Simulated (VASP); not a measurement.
**MgO (Periclase): relaxation of cell and atoms with LDA**

Crystal: MgO (Periclase).

```
Mg O
1.0
     0.00000    2.00208    2.00208
     2.00208    0.00000    2.00208
     2.00208    2.00208    0.00000
Mg O
1 1
Direct
  0.00000 0.00000 0.00000
  0.50000 0.50000 0.50000
```

* Program: VASP 6.6.1
* Task: relaxation of cell and atoms
* Functional: LDA
* Potentials or basis: VASP PAW LDA potentials, release 64 (Mg, O)
* Cutoff: 600 eV
* k mesh: 12 × 12 × 12
* Occupations: gaussian, width 0.03 eV
* Spin: no spin polarisation
* Target pressure: 22.6 GPa
* Further INCAR settings: ALGO = Normal; EDIFF = 1e-07; IBRION = 2; EDIFFG = -0.005; NSW = 90; ISIF = 3
* Target pressure: 22.6 GPa

| Property | Result |
| --- | --- |
| Relaxed volume | 8.03 Å³/atom |
| Relaxed cell | a = 2.832 Å, b = 2.832 Å, c = 2.832 Å, α = 60.00°, β = 60.00°, γ = 60.00° |
| Space group after relaxing (to 0.05 Å) | Fm-3m (No. 225) |
| Energy change on relaxing (the enthalpy is what falls) | -1.1 meV/atom |
| Ionic steps | 3 |
| Pressure after relaxing | 22.6 GPa |
| Band gap on the k mesh | 6.28 eV, direct |

The path:
| step | energy change (eV) | largest force (eV/Å) | pressure (GPa) | volume (Å³) |
| --- | --- | --- | --- | --- |
| 1 | 0.0000 | 0.0000 | 22.85 | 16.05 |
| 2 | -0.0042 | 0.0000 | 22.36 | 16.08 |
| 3 | -0.0022 | 0.0000 | 22.60 | 16.07 |

Final structure:
```
Mg O
1.0
     0.00000    2.00271    2.00271
     2.00271    0.00000    2.00271
     2.00271    2.00271    0.00000
Mg O
1 1
Direct
  0.00000 0.00000 0.00000
  0.50000 0.50000 0.50000
```

Levels at points of the mesh, in eV from the valence-band top:
| k point | band 1 | band 2 | band 3 | band 4 | band 5 | band 6 | band 7 | band 8 |
| --- | --- | --- | --- | --- | --- | --- | --- | --- |
| (0.00, 0.00, 0.00) | -17.87 | 0.00 | 0.00 | 0.00 | 6.28 | 16.34 | 16.34 | 16.34 |
| (0.50, 0.00, 0.00) | -16.08 | -5.42 | -0.86 | -0.86 | 8.72 | 14.15 | 17.59 | 17.59 |
| (0.50, 0.50, 0.00) | -15.76 | -4.81 | -1.60 | -1.60 | 8.99 | 11.44 | 14.56 | 21.03 |

Run time: 9.5 s on 1 thread of Intel(R) Xeon(R) Platinum 8488C (Sapphire Rapids), on a shared host, peak memory 0.14 GiB.

Caveat: the cell is relaxed towards a set pressure, so the enthalpy falls and the energy may rise. Expect the measured gap to be larger: semilocal functionals such as LDA lack the derivative discontinuity.
